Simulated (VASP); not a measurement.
Computed with PBE GGA, VASP's PBE PAW potentials (set 64) (plane waves; VASP).

A VASP calculation is set up with these files.

File KPOINTS:
```
Automatic mesh
0
Gamma
3 3 3
0 0 0
```

**INCAR**
```
# general
SYSTEM   =  Cu32
PREC     =  Normal
ENCUT    =  400   # plane-wave cut-off (eV)
LREAL    =  Auto
LASPH    =  T   # aspherical one-centre terms

# electronic loop
EDIFF    =  1E-5
NELM     =  100   # most electronic steps
NELMIN   =  4
ALGO     =  Fast   # Davidson, then RMM-DIIS
LMAXMIX  =  4

# smearing
ISMEAR   =  1   # Methfessel-Paxton
SIGMA    =  0.1

# functional
GGA      =  PE   # PBE

# ions
IBRION   =  2   # conjugate gradients
NSW      =  20   # most ionic steps
ISIF     =  2   # forces and stress, cell fixed
EDIFFG   =  -0.03

# output
LWAVE    =  T
LCHARG   =  F
```

File POSCAR:
```
Cu32
1.0
  7.2630069094   0.0000000000   0.0000000000
  0.0000000000   7.2630069094   0.0000000000
  0.0000000000   0.0000000000   7.2630069094
Cu
32
Cartesian
  3.6315034547   0.0000000000   0.0000000000
  5.4472551821   1.8157517273   0.0000000000
  5.4472551821   0.0000000000   1.8157517273
  0.0000000000   0.0000000000   0.0000000000
  1.8157517273   1.8157517273   0.0000000000
  3.6315034547   3.6315034547   0.0000000000
  5.4472551821   5.4472551821   0.0000000000
  1.8157517273   0.0000000000   1.8157517273
  3.6315034547   1.8157517273   1.8157517273
  5.4472551821   3.6315034547   1.8157517273
  3.6315034547   0.0000000000   3.6315034547
  5.4472551821   1.8157517273   3.6315034547
  5.4472551821   0.0000000000   5.4472551821
  0.0000000000   3.6315034547   0.0000000000
  1.8157517273   5.4472551821   0.0000000000
  0.0000000000   1.8157517273   1.8157517273
  1.8157517273   3.6315034547   1.8157517273
  3.6315034547   5.4472551821   1.8157517273
  0.0000000000   0.0000000000   3.6315034547
  1.8157517273   1.8157517273   3.6315034547
  3.6315034547   3.6315034547   3.6315034547
  5.4472551821   5.4472551821   3.6315034547
  1.8157517273   0.0000000000   5.4472551821
  3.6315034547   1.8157517273   5.4472551821
  5.4472551821   3.6315034547   5.4472551821
  0.0000000000   5.4472551821   1.8157517273
  0.0000000000   3.6315034547   3.6315034547
  1.8157517273   5.4472551821   3.6315034547
  0.0000000000   1.8157517273   5.4472551821
  1.8157517273   3.6315034547   5.4472551821
  3.6315034547   5.4472551821   5.4472551821
  0.0000000000   5.4472551821   5.4472551821
```

POTCAR, in this order: Cu (PBE.64 set). Program: vasp_std.

Estimate the energy per atom (σ→0).

```yaml
energy per atom (σ→0): -3724 meV/atom
```

**OSZICAR**
```
...
RMM:   9    -0.119168489112E+03   -0.25822E-02   -0.39316E-01  1763   0.361E+00    0.346E-01
RMM:  10    -0.119173984987E+03   -0.54959E-02   -0.67813E-02  1833   0.575E-01    0.558E-02
RMM:  11    -0.119174961040E+03   -0.97605E-03   -0.14570E-02  1706   0.687E-01    0.169E-01
RMM:  12    -0.119174907504E+03    0.53536E-04   -0.67200E-03  1770   0.318E-01    0.399E-02
RMM:  13    -0.119175087486E+03   -0.17998E-03   -0.18823E-03  1742   0.116E-01    0.329E-02
RMM:  14    -0.119175092238E+03   -0.47522E-05   -0.23424E-04  1711   0.442E-02    0.279E-02
RMM:  15    -0.119175084339E+03    0.78983E-05   -0.43819E-05  1287   0.336E-02
   1 F= -.11917508E+03 E0= -.11916988E+03  d E =-.119175E+03
```

The cell is a supercell, built from Cu (fcc).
